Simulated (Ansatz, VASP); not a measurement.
# Cu in two plane-wave programs, part 2 of 2

Aim: how closely do two programs agree when they are given the same cell, functional and k mesh? The structure shown is frame 250 of Ansatz's trajectory.

VASP 6.6.1 and Ansatz 0.2.0.

So far: The starting structure; Ansatz: dynamics, PBE.

## 3. VASP: single point, PBE

Level of this step: PBE; plane waves and PAW (Cu) (VASP).

The same cell, functional, mesh and smearing now go to VASP, with its own data sets.

Lines of VASP's logs that name or quote its potential files are left out, and so is its time.

Input file INCAR:

```
SYSTEM = Cu
PREC = Accurate
ENCUT = 520
EDIFF = 1E-06
NELM = 120
ISMEAR = -1
SIGMA = 0.123
LREAL = Auto
ALGO = Normal
GGA = PE
NBANDS = 312
LASPH = .TRUE.
LORBIT = 11
LWAVE = .FALSE.
LCHARG = .FALSE.
ISIF = 2
GGA_COMPAT = .FALSE.
NCORE = 2
```

Input file POSCAR:

```
Cu
1.0
    8.5873000000      0.0000000000      0.0000000000
    0.0000000000      8.5873000000      0.0000000000
    0.0000000000      0.0000000000      8.5873000000
Cu
48
Direct
    0.2786906245      0.3189244582      0.7352136294
    0.1866360789      0.5521060170      0.9289765118
    0.2223632574      0.0183759738      0.5923747860
    0.9530935218      0.8002049538      0.9238759564
    0.7086045672      0.4871146926      0.9158175445
    0.1865894984      0.0279249590      0.8990020146
    0.7054370990      0.4694024897      0.6184015931
    0.9787011051      0.2806586471      0.8591874047
    0.9580194007      0.0560478847      0.4322313183
    0.9756267977      0.0546970526      0.0783948389
    0.6929419026      0.9909401092      0.5812886472
    0.1799867246      0.5054790213      0.2390856264
    0.4526684755      0.0281229257      0.4041666181
    0.9519057212      0.5366296741      0.4333259581
    0.7246864556      0.2393767540      0.4476843711
    0.4300653290      0.8154251045      0.6017840299
    0.6826359857      0.7415252757      0.4057270621
    0.4685291069      0.0018399264      0.0440068473
    0.1613079781      0.8044204814      0.7421191760
    0.4322080281      0.7717792554      0.8961722544
    0.4459143153      0.5393080479      0.7115158432
    0.7470799902      0.2457582709      0.0970037148
    0.7042725886      0.9807972238      0.2418455161
    0.7170006871      0.9772571122      0.9112643089
    0.4465431509      0.2810895159      0.9438473094
    0.4162309457      0.7923095734      0.2468762009
    0.9468866815      0.2757211231      0.2779802732
    0.1888952290      0.2809264845      0.0972831973
    0.2121388562      0.0387199702      0.2495895101
    0.4215294679      0.0493985304      0.7421308211
    0.1929943055      0.5486357761      0.5651368882
    0.9422169949      0.0429238527      0.7318947748
    0.4206444400      0.5798446543      0.3882361161
    0.6682659276      0.2373388609      0.7673191807
    0.9362547017      0.8115472849      0.2416941297
    0.5123263424      0.2472488442      0.2239819268
    0.4493845563      0.5339396551      0.0778009386
    0.6844642670      0.7053788735      0.1001246026
    0.2031721263      0.8045718678      0.0932307012
    0.2201623327      0.2464103967      0.4440045183
    0.6818091833      0.7314056805      0.7474875689
    0.1967323839      0.7983650274      0.4271191178
    0.7030265625      0.4773444505      0.3040885959
    0.9126151410      0.4923782796      0.0867327332
    0.0041340119      0.3349481211      0.5714834698
    0.9182164359      0.8006474678      0.5477158129
    0.4936475959      0.3311751074      0.5150629418
    0.9533846494      0.5549707126      0.7756454299
```

Input file KPOINTS:

```
Automatic mesh
0
Gamma
1 1 1
0 0 0
```

PAW data sets: Cu (PBE family, release 64).

Command:

```bash
$ mpirun -np 8 vasp_gam
```

Numbers of over 12 decimals in the logs are rounded to 6 here.

The program printed:

```text
[banner, memory and clock lines left out]
running    8 mpi-ranks, on    1 nodes
[...]
LDA part: xc-table for (Slater+PW92), standard interpolation
 POSCAR, INCAR and KPOINTS ok, starting setup
[...]
entering main loop
       N       E                     dE             d eps       ncg     rms          rms(c)
DAV:   1     0.702482343116E+04    0.70248E+04   -0.23030E+05   624   0.344E+03
DAV:   2     0.136431989109E+04   -0.56605E+04   -0.54975E+04   624   0.794E+02
DAV:   3    -0.354096323555E+02   -0.13997E+04   -0.13129E+04   624   0.336E+02
DAV:   4    -0.203724881463E+03   -0.16832E+03   -0.15279E+03   688   0.147E+02
[...]
DAV:  18    -0.173318462304E+03    0.11512E-04   -0.85659E-05   704   0.941E-02    0.921E-03
DAV:  19    -0.173318461998E+03    0.30597E-06   -0.18733E-05   672   0.314E-02    0.908E-03
DAV:  20    -0.173318461160E+03    0.83777E-06   -0.45293E-06   616   0.239E-02
   1 F= -.17331846E+03 E0= -.17267226E+03  d E =-.129241E+01
```

From OUTCAR (step 3):

```text
  Total      -13.1253850     -6.2432160    -20.4997627     -0.4987023      2.0951588      4.2379262
  in kB      -33.2087652    -15.7960697    -51.8668066     -1.2617753      5.3009979     10.7224509
  external PRESSURE =     -33.6238805 kB  Pullay stress =       0.0000000 kB

 POSITION                                       TOTAL-FORCE (eV/Angst)
 -----------------------------------------------------------------------------------
      2.39320      2.73870      6.31350        -1.080197     -0.540389     -0.363455
      1.60270      4.74110      7.97740         0.392385     -0.252087      0.178998
      1.90950      0.15780      5.08690        -1.845298      0.650030     -0.983603
      8.18450      6.87160      7.93360        -0.509611     -0.016130      0.681704
      6.08500      4.18300      7.86440        -1.107591     -0.249918     -0.629455
      1.60230      0.23980      7.72000         0.290437      0.770586      0.348729
      6.05780      4.03090      5.31040         1.087978      0.924775     -0.182329
      8.40440      2.41010      7.37810         0.124911      0.498031      0.828382
      8.22680      0.48130      3.71170         0.294141     -0.523793      0.190863
      8.37800      0.46970      0.67320        -0.540045      0.030676      0.101560
      5.95050      8.50950      4.99170        -0.280519     -0.398454      0.373061
      1.54560      4.34070      2.05310         0.000296      1.026276      0.494567
      3.88720      0.24150      3.47070         0.327657      0.463320      0.323012
      8.17430      4.60820      3.72110        -0.948089      1.949699     -1.539227
[...]
-----------------------------------------------------------------------------------
    total drift:                                0.000312     -0.000871      0.001289

  FREE ENERGIE OF THE ION-ELECTRON SYSTEM (eV)
  ---------------------------------------------------
  free  energy   TOTEN  =      -173.3184611602 eV

  energy  without entropy=     -172.0260500704  energy(sigma->0) =     -172.67225562

[... 3 further parts left out ...]
[key lines of the parts left out:]
E-fermi :   5.8517
```

The run ends at a pressure of -3.36 GPa, with forces up to 2.9 eV/Å.

## 4. Side by side

Known differences besides the potentials themselves: the data sets hold 912 valence electrons in Ansatz (on its default PAW (the set named soft_2) files) and 528 in VASP; the cutoff is 300 eV in Ansatz and 520 eV in VASP (PREC = Accurate, projectors in real space); Ansatz's log warns that its cutoff lies below the recommended one. Total energies have different zeros and are not compared.

Forces on 9 of the 48 atoms, those with the largest forces and the largest differences (eV/Å; atoms numbered as in POSCAR):

```
atom         Ansatz x, y, z           VASP x, y, z
 Cu3  -1.837, 0.685, -0.943  -1.845, 0.650, -0.984
Cu14  -0.936, 1.932, -1.477  -0.948, 1.950, -1.539
Cu15  1.133, -1.189, -0.252  1.211, -1.196, -0.267
Cu26   1.386, 1.058, -0.676   1.375, 1.134, -0.695
Cu30    2.360, 0.900, 1.363    2.374, 0.970, 1.437
Cu33   0.384, -1.180, 0.795   0.368, -1.275, 0.847
Cu44    1.152, 0.530, 0.292    1.115, 0.478, 0.374
Cu45  -0.717, -1.901, 1.592  -0.723, -1.931, 1.668
Cu47  -1.647, -0.293, 0.275  -1.780, -0.244, 0.264
```

The forces differ by 41 meV/Å r.m.s., which is 5.7 % of the r.m.s. force of 0.715 eV/Å (both taken over all components).

## 5. What came out

```
r.m.s. force difference (single point, PBE) : 5.7 % of the r.m.s. force
```

In words: The r.m.s. force difference is 5.7 % of the r.m.s. force (single point, PBE), beyond the 3 % picked in this series as the mark of a large difference. The data sets hold unlike numbers of valence electrons (912 in Ansatz and 528 in VASP), so part of the differences comes from the potentials. Ansatz's own log doubts the convergence of its single point, PBE run, which may account for the difference. 2 further runs of this series are not shown here. How closely two codes agree says nothing of how well the functional describes the real material.

[Lines on the potential files, build, host, timing and source positions are cut from VASP's logs without a mark.]

[Logs are printed without paths, hosts, clocks, repeated set-up lines and the standing remarks that a program may print on its own settings, such as how far it seeks lower states.]

[Hosts, paths, dates, database ids (printed as entryN), source tags and the programs' standing remarks are cut or masked in the printed files.]
